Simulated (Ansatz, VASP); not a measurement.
# Cross-check of Sn between VASP and Ansatz

Aim: how closely do two programs agree when they are given the same cell, functional and k mesh?

Method: plane waves, with VASP 6.6.1 beside it; relaxation of cell and atoms at PBE with D3(BJ), in Ansatz 0.2.0.

The database entry behind the starting cell differs from later determinations by our own check (about 0.15 % long, nanocrystals), so it need not match the best structure at ambient conditions.

### 1. The structure

The structure is tetragonal, space group I4_1/amd (No. 141). Conventional cell: a = 5.839 Å, b = 5.839 Å, c = 3.188 Å, α = 90.00°, β = 90.00°, γ = 90.00°. Sn has 6 Sn at 3.03 to 3.19 Å nearest.

### 2. Ansatz: relaxation of cell and atoms, PBE with D3(BJ)

Ansatz runs on its default PAW (the set named soft_2) files.

The relaxed volume is the usual yardstick between codes: its relative difference is about their pressure difference at one cell divided by the bulk modulus.

Contents of input.yaml:

```yaml
crystal:
  lattice:
    - [-2.919644075, 2.919644075, 1.5938]
    - [2.919644075, -2.919644075, 1.5938]
    - [2.919644075, 2.919644075, -1.5938]
  atoms:
    - { symbol: Sn, position: [0.0, 0.0, 0.0] }
    - { symbol: Sn, position: [0.75, 0.25, 0.5] }
hamiltonian:
  xc: pbe
  pseudopotentials: { kind: paw }
  dispersion: d3bj
kpoints:
  mp_grid: { grid: [8, 8, 8] }
scf:
  occupations: { method: methfessel_paxton, width: 0.2 }
relax:
  f_tol: 0.01
  max_steps: 60
  cell: { stress_tol: 0.05 }
output:
  forces: true
  stress: true
```

Command:

```console
$ ansatz run input.yaml --threads 4 --pin off --max-ram 9216MiB --backend cpu --events-out ev --progress --plain --runs-dir out
```

Numbers of over 12 decimals in the logs are rounded to 6 here.

Log:

```text
Engine: ansatz 0.2.0, aarch64-unknown-linux-gnu
Pseudopotentials: kind: paw
Pseudopotential: Sn, paw, valence charge 14, recommended cutoff 420 eV (normal), Sn.paw.azcp
Functional definition: PBE
  parameter kappa = 0.804
  parameter beta = 0.066725
  exchange = pbe_x(kappa = kappa, mu = beta*pi^2/3)
  correlation = pbe_c(beta = beta)
Crystal: 2 atoms, lattice volume = 54.344 Å³
Basis set: ecut = 420 eV, 1093 PW (Γ), exchange–correlation on 60×60×60 points (8 copies of the dense FFT grid, shifted against one another)
Bands: 18, of which v1, the nominal top of the filled ones, is band 14 counted from 1 (13 counted from 0)
Symmetry: 16 space group operations
Space group: I41/amd (ITA 141), of the structure as read, at distance tolerance 3.8e-5 Å
k-points: 59 of 512
Non-local potential: Sn, projectors of the file, l = 0: 2, l = 1: 2, l = 2: 2, l = 3: 2
PAW form: soft (Blöchl's): semilocal exchange-correlation on the pseudo side does not see the compensation charge
PAW one-centre angular grid: Sn, 590 points (default); XC on 64 Gauss nodes
Initial density: superposition of atomic densities (neutral atoms: chi_scale 0, normalization atom), corrected by the library's trained network
Initial wavefunctions: pseudopotential atomic-orbital guess
Functional: x = pbe(κ = 0.804, μ = 0.219515), c = pbe(β = 0.066725)
SCF iter   1: F=—  HF=-12049.089139 eV  |F-HF|=—  |Δ(HF+E_count)|=         —  Δρ=1.18e-3  dr2=5.82e-4  ethr=1.77e-3  ⟨swp⟩=5.5  Hψ=5131  notcnv=0
preconditioner: auto → Kerker (q_TF=auto, 2.443 Å⁻¹)  [metal: Δε(μ)=0.016 eV  Ē_g=20.255 eV  σ=0.200 eV  W_gap=0.07  n_scr=16 (ndim 8)  ℏωp=26.7 eV  f_vac=0.000  D(μ)=1.26/eV (n_scr^D=4)]
SCF iter   2: F=—  HF=-12049.088092 eV  |F-HF|=—  |Δ(HF+E_count)|=   1.05e-3  S|Δr|=    0.00e0  Δρ=7.39e-4  dr2=2.82e-4  ethr=2.08e-6  ⟨swp⟩=2.0  Hψ=2309  notcnv=0
SCF iter   3: F=—  HF=-12049.088056 eV  |F-HF|=—  |Δ(HF+E_count)|=   3.55e-5  S|Δr|=    0.00e0  Δρ=3.88e-4  dr2=8.37e-5  ethr=1.01e-6  ⟨swp⟩=2.0  Hψ=1889  notcnv=0
SCF iter   4: F=—  HF=-12049.088060 eV  |F-HF|=—  |Δ(HF+E_count)|=   3.66e-6  S|Δr|=    0.00e0  Δρ=1.91e-4  dr2=1.70e-5  ethr=2.99e-7  ⟨swp⟩=2.2  Hψ=1875  notcnv=0
SCF iter   5: F=—  HF=-12049.088062 eV  |F-HF|=—  |Δ(HF+E_count)|=   2.61e-6  S|Δr|=    0.00e0  Δρ=1.08e-4  dr2=3.74e-6  ethr=6.08e-8  ⟨swp⟩=2.0  Hψ=1297  notcnv=0
SCF iter   6: F=—  HF=-12049.088061 eV  |F-HF|=—  |Δ(HF+E_count)|=   1.68e-6  S|Δr|=    0.00e0  Δρ=4.06e-5  dr2=5.46e-7  ethr=1.33e-8  ⟨swp⟩=2.2  Hψ=1761  notcnv=0
SCF iter   7: F=-12049.088060 eV  HF=-12049.088060 eV  |F-HF|=5.05e-8  |Δ(HF+E_count)|=   3.54e-7  S|Δr|=    0.00e0  Δρ=1.05e-5  dr2=3.69e-8  ethr=3.57e-10  ⟨swp⟩=3.6  Hψ=4683  notcnv=0
SCF 1 converged in 7 iterations: F = -12049.088060 eV  dr2 = 3.69e-8
  greatest PAW one-centre occupation: 0.991 electrons in one spin orbital (limit 2), on the Sn atom at site 1 (counted from 0), in its partial waves of l = 2
relax step   1: F+E_penalty+E_count = -12049.08806027 eV  Δ(F+E_penalty+E_count) = +0.000e0 eV  max|allowed force component| = 6.939e-18 eV/Å  Δτ_max = 0.0000 Å  P = +0.103 GPa  Ω = 54.344 Å³  (7 SCF iters, dr2 threshold 1.00e-7 eV, accepted)
[...]
relax step   2: F+E_penalty+E_count = -12049.09146713 eV  Δ(F+E_penalty+E_count) = -3.407e-3 eV  max|allowed force component| = 3.469e-18 eV/Å  Δτ_max = 0.0000 Å  P = -0.037 GPa  Ω = 54.480 Å³  energy of the carried Pulay correction = -2.824e-5 eV  (4 SCF iters, dr2 threshold 2.00e-7 eV, accepted)
[...]
relax step   3: F+E_penalty+E_count = -12049.09177400 eV  Δ(F+E_penalty+E_count) = -3.069e-4 eV  max|allowed force component| = 3.469e-18 eV/Å  Δτ_max = 0.0000 Å  P = +0.271 GPa  Ω = 54.235 Å³  energy of the carried Pulay correction = +2.256e-5 eV  (4 SCF iters, dr2 threshold 2.00e-7 eV, accepted)
[...]
relax step   4: F+E_penalty+E_count = -12049.09203218 eV  Δ(F+E_penalty+E_count) = -2.582e-4 eV  max|allowed force component| = 0.000e0 eV/Å  Δτ_max = 0.0000 Å  P = -0.076 GPa  Ω = 54.562 Å³  energy of the carried Pulay correction = -4.513e-5 eV  (3 SCF iters, dr2 threshold 2.00e-7 eV, accepted)
[...]
relax step   5: F+E_penalty+E_count = -12049.09206898 eV  Δ(F+E_penalty+E_count) = -3.680e-5 eV  max|allowed force component| = 1.041e-17 eV/Å  Δτ_max = 0.0000 Å  P = -0.001 GPa  Ω = 54.483 Å³  energy of the carried Pulay correction = -2.876e-5 eV  (3 SCF iters, dr2 threshold 2.13e-8 eV, accepted)
[...]
relax step   6: F+E_penalty+E_count = -12049.09210607 eV  Δ(F+E_penalty+E_count) = -3.709e-5 eV  max|allowed force component| = 6.939e-18 eV/Å  Δτ_max = 0.0000 Å  P = -0.001 GPa  Ω = 54.483 Å³  stress off target by 3.21e-3 GPa  SCF on the basis re-selected at this cell (its energy is not comparable with the rows above)  (5 SCF iters)
basis re-selected at this cell: Δ(F+E_penalty+E_count) = -3.709e-5 eV, ΔP = +0.000 GPa vs the last step (what re-selecting the basis moved, of the pressure what is left beyond the Pulay correction that the steps carried, after the strain that the cell walked since its last selection, with what the two solves' SCF thresholds leave and, on support functions, any second-order correction that the steps lacked; it is no m [...]
SCF converged after 5 iterations
Stability not checked: this state was not tested for a lower state beside it, because cold or Methfessel-Paxton smearing, or corrected tetrahedra, fill the levels in a way that the test cannot read (fill_not_monotonic; see scf.lower_state_search)
Free energy (F): -12049.092106 eV
Harris-Foulkes:  -12049.092106 eV  (|F-HF|=9.09e-12)
Internal energy: -12049.093683 eV  (E = F + TS)
E sigma→0 (E₀):  -12049.092500 eV
Entropy (-TS):   0.001577 eV (0.789 meV/atom)
Fermi energy:    10.648817 eV
--- Per-component energies (eV) ---
  E_band       = -165.531562
  E_kinetic    = 373.480514
  E_local      = -1705.615654  (includes V_loc(G=0)·N_el)
  E_nonlocal   = -64.704234
  E_hartree    = 1067.006067
  E_xc         = -765.301393
  E_vxc        = -192.346322  (∫ρ·V_xc dr)
  E_paw        = -8272.511073  (= ΣΔE_a)
  E_vpaw       = -710.357870  (= ΣTr[D̂ρ^β])
  E_aug_tail   = -0.000001  (compensation charges beyond the density's cutoff)
  E_ewald      = -2680.671352
  E_disp       = -0.776557  (pairwise vdW)
  E_smearing   = 0.001577  (= −TS)
  E_closure    = -0.000000  (closes the sum)
  Σ components = -12049.092106   (vs F -12049.092106, Δ=0.00e0)
--- Forces (eV/Å), atoms counted from 1 ---
  atom   1  Sn    -0.00000000     0.00000000     0.00000000
  atom   2  Sn    -0.00000000    -0.00000000     0.00000000
  max |Σ_I F_I| component: 1.39e-17 eV/Å
--- Stress (GPa, compression-positive) ---
       -0.002855       0.000000      -0.000000
        0.000000      -0.002855       0.000000
        0.000000      -0.000000       0.003207
  P = ⅓ Tr σ = -0.0008 GPa (-0.008 kbar)
--- Relaxed structure (5 steps of the walk, 5 accepted, 1 SCFs on fresh bases) ---
  F+E_penalty+E_count = -12049.09210607 eV   max|allowed force component| = 6.939e-18 eV/Å   (the final SCF, on the basis selected at the relaxed cell)
  cell:  # Å, volume = 54.4825 Å³
    - [-2.899515, 2.899515, 1.620117]
    - [2.899515, -2.899515, 1.620117]
    - [2.899515, 2.899515, -1.620117]
  atoms:
    - { symbol: Sn, position: [0, 0, 0] }
    - { symbol: Sn, position: [0.75, 0.250000, 0.5] }
```

Wall time 4.3 s (4 threads of Arm Neoverse V1, shared host); peak memory 0.38 GiB.

### 3. VASP: relaxation of cell and atoms, PBE with D3(BJ)

The same cell, functional, mesh and smearing now go to VASP, with its own data sets and cutoff.

Lines of VASP's logs that name or quote its potential files are left out, and so is its time.

Contents of INCAR:

```
SYSTEM = Sn
PREC = Accurate
ENCUT = 400
EDIFF = 1E-06
NELM = 100
ISMEAR = 1
SIGMA = 0.2
LREAL = .FALSE.
ALGO = Normal
GGA = PE
IVDW = 12
NBANDS = 20
LORBIT = 11
LWAVE = .FALSE.
LCHARG = .FALSE.
KPAR = 2
IBRION = 2
NSW = 60
ISIF = 3
EDIFFG = -0.01
```

Contents of POSCAR:

```
Sn
1.0
   -2.9196440750      2.9196440750      1.5938000000
    2.9196440750     -2.9196440750      1.5938000000
    2.9196440750      2.9196440750     -1.5938000000
Sn
2
Direct
    0.0000000000      0.0000000000      0.0000000000
    0.7500000000      0.2500000000      0.5000000000
```

Contents of KPOINTS:

```
Automatic mesh
0
Gamma
8 8 8
0 0 0
```

Potentials, in the order of the species: Sn_d (PBE family, release 64).

Command:

```console
$ mpirun -np 2 vasp_std
```

Log:

```text
[banner, memory and clock lines left out]
running    2 mpi-ranks, on    1 nodes
 distrk:  each k-point on    1 cores,    2 groups
 distr:  one band on    1 cores,    1 groups

 POSCAR found type information on POSCAR Sn
 POSCAR found :  1 types and       2 ions
 LDA part: xc-table for (Slater+PW92), standard interpolation
 POSCAR, INCAR and KPOINTS ok, starting setup
 FFT: planning ... GRIDC
 FFT: planning ... GRID_SOFT
 FFT: planning ... GRID
 WAVECAR not read
 entering main loop
       N       E                     dE             d eps       ncg     rms          rms(c)
DAV:   1     0.198117694994E+03    0.19812E+03   -0.12773E+04  2396   0.189E+03
DAV:   2     0.116482441500E+02   -0.18647E+03   -0.18307E+03  2384   0.403E+02
DAV:   3    -0.702156817246E+01   -0.18670E+02   -0.18533E+02  2700   0.128E+02
DAV:   4    -0.757565393589E+01   -0.55409E+00   -0.55371E+00  2652   0.249E+01
DAV:   5    -0.759787063504E+01   -0.22217E-01   -0.22216E-01  3344   0.450E+00    0.238E+00
DAV:   6    -0.758193361537E+01    0.15937E-01   -0.31829E-02  3200   0.260E+00    0.133E+00
DAV:   7    -0.757796494131E+01    0.39687E-02   -0.19040E-02  3192   0.201E+00    0.166E-01
DAV:   8    -0.757789377090E+01    0.71170E-04   -0.19634E-03  2888   0.606E-01    0.368E-02
DAV:   9    -0.757790088753E+01   -0.71166E-05   -0.58798E-05  3116   0.720E-02    0.122E-02
DAV:  10    -0.757789976910E+01    0.11184E-05   -0.68093E-06  2880   0.349E-02    0.121E-03
DAV:  11    -0.757789987187E+01   -0.10277E-06   -0.27721E-07  1628   0.698E-03
   1 F= -.83561237E+01 E0= -.83559825E+01  d E =-.835612E+01
[...]
2 F= -.83589547E+01 E0= -.83593216E+01  d E =-.283108E-02
[...]
3 F= -.83599511E+01 E0= -.83604638E+01  d E =-.382740E-02
 curvature:  -0.97 expect dE=-0.496E-04 dE for cont linesearch -0.446E-04
 ZBRENT: extrapolating
 opt :   1.9867  next Energy=    -8.359993 (dE=-0.387E-02)
 bond charge predicted
       N       E                     dE             d eps       ncg     rms          rms(c)
DAV:   1    -0.758301510885E+01   -0.92945E-03   -0.22858E-02  2736   0.122E+00    0.144E-01
DAV:   2    -0.758246666487E+01    0.54844E-03   -0.11560E-03  2868   0.531E-01    0.896E-02
DAV:   3    -0.758215540886E+01    0.31126E-03   -0.61532E-04  3136   0.374E-01    0.101E-02
DAV:   4    -0.758216449492E+01   -0.90861E-05   -0.12576E-04  2564   0.131E-01    0.633E-03
DAV:   5    -0.758216421352E+01    0.28141E-06   -0.28619E-06  2236   0.275E-02
   4 F= -.83600027E+01 E0= -.83605086E+01  d E =-.387899E-02
 curvature:  -0.90 expect dE=-0.131E-04 dE for cont linesearch -0.516E-06
 trial: gam=-0.00859 g(F)=  0.429E-49 g(S)=  0.146E-04 ort = 0.451E-04 (trialstep = 0.120E+01)
 search vector abs. value=  0.141E-04
 reached required accuracy - stopping structural energy minimisation
```

Parts of OUTCAR (step 3):

```text
ion  position               nearest neighbor table
   1  0.000  0.000  0.000-   2 3.03   2 3.03   2 3.03   2 3.03
   2  0.750  0.250  0.500-   1 3.03   1 3.03   1 3.03   1 3.03

  LATTYP: Found a body centered tetragonal cell.
 ALAT       =     5.8392881500
 C/A-ratio  =     0.5458884573

 Subroutine GETGRP returns: Found 16 space group operations
 (whereof  8 operations were pure point group operations)

The static configuration has the point symmetry D_2d.
 The point group associated with its full space group is D_4h.

 Found     59 irreducible k-points:

   k-points           NKPTS =     59   k-points in BZ     NKDIM =     59   number of bands    NBANDS=     20

   dimension x,y,z NGX =    30 NGY =   30 NGZ =   30
   dimension x,y,z NGXF=    60 NGYF=   60 NGZF=   60

   ENCUT  =  400.0 eV  29.40 Ry    5.42 a.u.   7.22  7.22  7.22*2*pi/ulx,y,z

   NELECT =      28.0000    total number of electrons

 k-points in reciprocal lattice and weights: Automatic mesh
   0.00000000  0.00000000  0.00000000       0.002
   0.12500000  0.00000000  0.00000000       0.016
   0.25000000  0.00000000  0.00000000       0.016
   0.37500000  0.00000000 -0.00000000       0.016
   0.50000000  0.00000000  0.00000000       0.008
   0.12500000  0.12500000  0.00000000       0.016
   0.25000000  0.12500000 -0.00000000       0.031
   0.37500000  0.12500000  0.00000000       0.031
   0.50000000  0.12500000 -0.00000000       0.031
[...]
-0.37500000 -0.37500000  0.37500000       0.004
   0.50000000  0.50000000  0.50000000       0.002

 Edisp (eV)   -0.77786

 average (electrostatic) potential at core
       1 -99.0874       2 -99.0874

 E-fermi :   7.9164

 k-point     1 :       0.0000    0.0000    0.0000
  band No.  band energies     occupation
    ...
     10     -13.2023      2.00000
     11      -3.1670      2.00000
     12       4.5627      2.00000
     13       6.0686      2.00000
     14       6.0686      2.00000
     15      11.0146     -0.00000
     16      14.3613      0.00000
     17      14.3613      0.00000
     18      14.4258      0.00000
     19      14.5189      0.00000
    ...

 k-point     2 :       0.1250    0.0000    0.0000
  band No.  band energies     occupation
    ...
     10     -13.2126      2.00000
     11      -2.8650      2.00000
     12       4.1579      2.00000
     13       6.0782      2.00000
     14       7.0296      2.00000
     15      11.5268     -0.00000
     16      12.0692      0.00000
     17      12.5321      0.00000
     18      13.6328      0.00000
     19      14.1034      0.00000
    ...

 k-point     3 :       0.2500    0.0000    0.0000
  band No.  band energies     occupation
    ...
      9     -13.3370      2.00000
     10     -13.2366      2.00000
     11      -1.9624      2.00000
     12       3.8485      2.00000
     13       6.1984      2.00000
     14       8.3862     -0.00443
     15       8.9844     -0.00000
     16      10.0435     -0.00000
     17      12.2513      0.00000
     18      12.3803      0.00000
    ...

 Edisp (eV)   -0.77784

  Total       0.01221     0.01221     0.01749     0.00000    -0.00000     0.00000
  in kB       0.35972     0.35972     0.51526     0.00000    -0.00000     0.00000
  external pressure =        0.41 kB  Pullay stress =        0.00 kB

  energy-cutoff  :      400.00
  volume of cell :       54.38
      direct lattice vectors                 reciprocal lattice vectors
    -2.898444162  2.898444162  1.618121838     0.000000000  0.172506342  0.309000218
     2.898444162 -2.898444162  1.618121838     0.172506342  0.000000000  0.309000218
     2.898444162  2.898444162 -1.618121838     0.172506342  0.172506342  0.000000000

 POSITION                                       TOTAL-FORCE (eV/Angst)
 -----------------------------------------------------------------------------------
      0.00000      0.00000      0.00000        -0.000000     -0.000000     -0.000000
     -0.00000      2.89844      0.80906         0.000000      0.000000      0.000000
 -----------------------------------------------------------------------------------
    total drift:                                0.000000     -0.000000      0.000000

  FREE ENERGIE OF THE ION-ELECTRON SYSTEM (eV)
  ---------------------------------------------------
  free  energy   TOTEN  =        -8.3600026527 eV

  energy  without entropy=       -8.3615205061  energy(sigma->0) =       -8.36050860

 reached required accuracy - stopping structural energy minimisation

 total charge
# of ion       s       p       d       tot
------------------------------------------
    1        1.234   1.018   9.975  12.227
    2        1.234   1.018   9.975  12.227
--------------------------------------------------
tot          2.468   2.035  19.951  24.454

[... 3 further parts left out ...]
```

The k-mesh is coarse for a metal. Dispersion corrections of this kind ignore metallic screening and tend to overbind metals. The run keeps the 16 symmetry operations of its start, so it cannot find a distortion of lower symmetry.

### 4. Differences

Known differences besides the potentials themselves: both relaxations stop at a tolerance, which leaves soft axes loose, and VASP keeps its plane-wave basis; the cutoff is 420 eV in Ansatz and 400 eV in VASP; VASP leaves aspherical gradient terms in its spheres out (LASPH is not set), Ansatz keeps them; Ansatz adds a Pulay correction to the stress that steers its cell, VASP none. Total energies have different zeros and are not compared.

Compared:

| quantity | Ansatz | VASP | difference |
| --- | --- | --- | --- |
| volume (Å³) | 54.48 | 54.38 | +0.20 % |
| edge a after relaxation, in the typed setting (Å) | 4.409 | 4.407 | +0.05 % |

The walks stopped with 0.00 GPa left in Ansatz and 0.04 GPa in VASP; each walk ends within a tolerance, so the volume difference is uncertain by about these residues over the bulk modulus, most in soft cells.

### 5. What came out

| Quantity | Value |
| --- | --- |
| difference in volume (relaxation of cell and atoms, PBE with D3(BJ)) | 0.20 % |

What this shows: The difference in volume is 0.20 % (relaxation of cell and atoms, PBE with D3(BJ)), within the 1.2 % picked in this series as the mark of a large difference, as far as the stopping tolerances let one tell. Such differences can come from data sets, numerical settings and the points named under the comparisons, not from the functional's error against experiment.

[Lines on the potential files, build, host, timing and source positions are cut from VASP's logs without a mark.]

[Logs are printed without paths, hosts, clocks, repeated set-up lines and the standing remarks that a program may print on its own settings, such as how far it seeks lower states.]

[Hosts, paths, dates, database ids (printed as entryN), source tags and the programs' standing remarks are cut or masked in the printed files.]
